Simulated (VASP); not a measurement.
VASP input:

KPOINTS:
```
Automatic mesh
0
Gamma
8 8 8
0 0 0
```

INCAR:
```
# general
SYSTEM    =  Ge
PREC      =  Accurate
ENCUT     =  520
LREAL     =  .False.   # projection in real space or not
LASPH     =  .True.

# electronic loop
EDIFF     =  1E-7   # SCF stop (eV)
NELM      =  100
ALGO      =  Normal
LMAXMIX   =  4
LMIXTAU   =  .True.

# smearing
ISMEAR    =  0   # Gaussian
SIGMA     =  0.05   # width (eV)

# functional
METAGGA   =  R2SCAN
LUSE_VDW  =  .True.
BPARAM    =  11.95
CPARAM    =  0.0093

# ions
ISIF      =  2

# output
LWAVE     =  .False.
LCHARG    =  .False.
```

File POSCAR:
```
Ge
1
    0.0000000000     2.7683061954     2.7683061954
    2.7683061954     0.0000000000     2.7683061954
    2.7683061954     2.7683061954     0.0000000000
Ge
2
Direct
  0.0000000000   0.0000000000   0.0000000000
  0.2500000000   0.2500000000   0.2500000000
```

POTCAR, in this order: Ge_d (PBE.64 set). Program: vasp_std.

Write an equivalent input for Ansatz.

One equivalent input (not run):
Ansatz 0.2 input:
```yaml
crystal:
  lattice:
    - [0.0000000, 2.7683062, 2.7683062]
    - [2.7683062, 0.0000000, 2.7683062]
    - [2.7683062, 2.7683062, 0.0000000]
  atoms:
    - { symbol: Ge, position: [0.0000000, 0.0000000, 0.0000000] }
    - { symbol: Ge, position: [0.2500000, 0.2500000, 0.2500000] }
kpoints:
  mp_grid: { grid: [8, 8, 8] }
hamiltonian:
  xc: r2scan
  dispersion: rvv10
  pseudopotentials: { kind: paw }
scf:
  occupations: { method: gaussian, width: 0.05 }
  max_iter: 100
output: { forces: true, stress: true, eigenvalues: true }
```
Limits of the translation: each code has its own PAW files, so the cut-off isn't converted (ENCUT is set for VASP's; basis.ecutwfc is left out, and Ansatz then takes the one that its files recommend); Ansatz stops its SCF on the density residual and VASP on the energy change (EDIFF).

The compound is Ge in the diamond structure. This cell is one point of a volume scan, at 0.94 of the reference volume.
